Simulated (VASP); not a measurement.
# BCNH₂: screened Coulomb integrals of an active space by constrained RPA

BCNH₂, molecule in box, 5 atoms in the cell.

| Functional | Screened U within a state, mean (eV) | Screened U' between states, mean (eV) | Screened J (eV) | Bare U within a state, mean (eV) | Bare U' between states, mean (eV) | Time (s) |
|---|---|---|---|---|---|---|
| LDA | 8.18 | 7.19 | 0.18 | 10.45 | 8.78 | 893 |
| PBE | 8.23 | 7.17 | 0.17 | 10.55 | 8.72 | 917 |
| r2SCAN | 8.41 | 7.31 | 0.17 | 10.60 | 8.74 | 1221 |
| PBE0 | 8.53 | 7.34 | 0.16 | 10.48 | 8.55 | 324 |
| HSE06 | 8.41 | 7.24 | 0.16 | 10.49 | 8.55 | 443 |

Limits: the periodic box is only 6.53 Å wide at its narrowest and no larger one was tried.

## Input of the first row

INCAR.step1:
```
SYSTEM = BH2CN
ENCUT    = 420            ! plane-wave cutoff, eV
PREC     = Accurate       ! precision mode
ISMEAR   = -1             ! smearing method
SIGMA    = 0.02           ! smearing width, eV
LASPH    = .TRUE.         ! aspherical terms in the spheres
EDIFF    = 1E-7           ! SCF threshold, eV
GGA      = CA             ! functional
ALGO     = Normal         ! electronic algorithm
NELM     = 150            ! most SCF steps
LWAVE    = .TRUE.         ! write WAVECAR
LCHARG   = .FALSE.        ! write CHGCAR
```

INCAR.step2, as INCAR.step1 but for:
```
- ALGO = Normal
- NELM = 150
+ ALGO = Exact
+ NELM = 1
+ NBANDS = 127
+ LOPTICS = .TRUE.
```

INCAR.step3:
```
SYSTEM = BH2CN
ENCUT    = 420            ! plane-wave cutoff, eV
PREC     = Accurate       ! precision mode
ISMEAR   = -1             ! smearing method
SIGMA    = 0.02           ! smearing width, eV
LASPH    = .TRUE.         ! aspherical terms in the spheres
GGA      = CA             ! functional
ALGO     = CRPA           ! electronic algorithm
NBANDS   = 128            ! bands
ENCUTGW  = 90             ! cutoff of the response function
PRECFOCK = Fast         
LOCALIZED_BASIS= BLOCH        
LWAVE    = .FALSE.        ! write WAVECAR
LCHARG   = .FALSE.        ! write CHGCAR
NCRPA_BANDS= 7 8          
NTARGET_STATES= 7 8           
```

KPOINTS:
```
k-points
0
Gamma
  1 1 1
```

POSCAR:
```
BH2CN
1.0
    6.5300000000      0.0000000000      0.0000000000
    0.0000000000      8.1100000000      0.0000000000
    0.0000000000      0.0000000000      7.5000000000
B C N H
1 1 1 2
Direct
    0.4632006000      0.5547595500      0.4714399900
    0.5507810000      0.4144389600      0.5824533400
    0.6172128700      0.3080394600      0.6666533400
    0.3827871300      0.5234525200      0.3333466600
    0.4774885100      0.6919605400      0.5257333400
```

Commands (each step's output is kept before the next begins):
```
cat potpaw_LDA.64/B_GW/POTCAR potpaw_LDA.64/C_GW/POTCAR potpaw_LDA.64/N_GW/POTCAR potpaw_LDA.64/H_GW/POTCAR > POTCAR
cp INCAR.step1 INCAR
mpirun -np 4 vasp_std > vasp.out
cp INCAR.step2 INCAR
mpirun -np 4 vasp_std > vasp.out
cp INCAR.step3 INCAR
mpirun -np 4 vasp_std > vasp.out
```

Changes of the last row against the first:
```
(all steps)
- GGA = CA
+ GGA = PE
+ LHFCALC = True
+ HFSCREEN = 0.2
- cat potpaw_LDA.64/B_GW/POTCAR potpaw_LDA.64/C_GW/POTCAR potpaw_LDA.64/N_GW/POTCAR potpaw_LDA.64/H_GW/POTCAR > POTCAR
+ cat potpaw_PBE.64/B_GW/POTCAR potpaw_PBE.64/C_GW/POTCAR potpaw_PBE.64/N_GW/POTCAR potpaw_PBE.64/H_GW/POTCAR > POTCAR
```

VASP 6.6.1 took 893 s on 4 cores (Intel Xeon Platinum 8488C (Sapphire Rapids)), a shared host.
